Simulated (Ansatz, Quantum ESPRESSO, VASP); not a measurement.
Code comparison for AgBr (Fm-3m, 2 atoms in the cell)

Self-consistent single point.

```xyz
2
Lattice="0.0000 2.8850 2.8850 2.8850 0.0000 2.8850 2.8850 2.8850 0.0000" Properties=species:S:1:pos:R:3 pbc="T T T"
Ag     0.0000     0.0000     0.0000
Br     2.8850     2.8850     2.8850
```

Shared settings, as Ansatz (a quantum-chemistry and plane-wave program) writes them: kpoints.mp_grid.grid = 10 10 10; magnetization.spin_orbit = true; scf.occupations.method = fermi_dirac; scf.occupations.width = 0.05 eV. Potentials and cutoffs stand in the table.

| code | model | pressure (GPa) | gap on the mesh (eV) | cutoff |
|---|---|---|---|---|
| VASP | PBE, spin-orbit coupling, VASP's PBE PAW potentials (set 64) | – | 0.580 | 300 eV |
| Quantum ESPRESSO | PBE, spin-orbit coupling, PseudoDojo fully relativistic norm-conserving (PBE) pseudopotentials | 1.56 | 0.591 | 85 Ry |
| Ansatz | PBE with spin-orbit coupling, default PAW files | 1.51 | – | default |

A dash marks a value that a program does not give, or that is left out as unsure.

No gap is tabulated for Ansatz: it is not read from that output, or partly filled or unconverged empty levels leave it unsure.

Gaps are read on the mesh.

The spread over the programs that give each value: pressure within 0.05 GPa; gap on the mesh within 0.011 eV.

Ansatz's pressure is given at a fixed set of plane waves, as the other plane-wave codes print theirs; with its correction for the finite basis it is 1.55 GPa.

VASP's run is marked for a possible Pulay error in its stress at this cutoff; no cutoff test was made.

The starting cell has typed, rounded lattice constants, without a prior relaxation at this level.

Left out of this page: Elk, FLEUR and SIESTA (not drawn, or without a comparable value).

Keys are those of Ansatz 0.2.
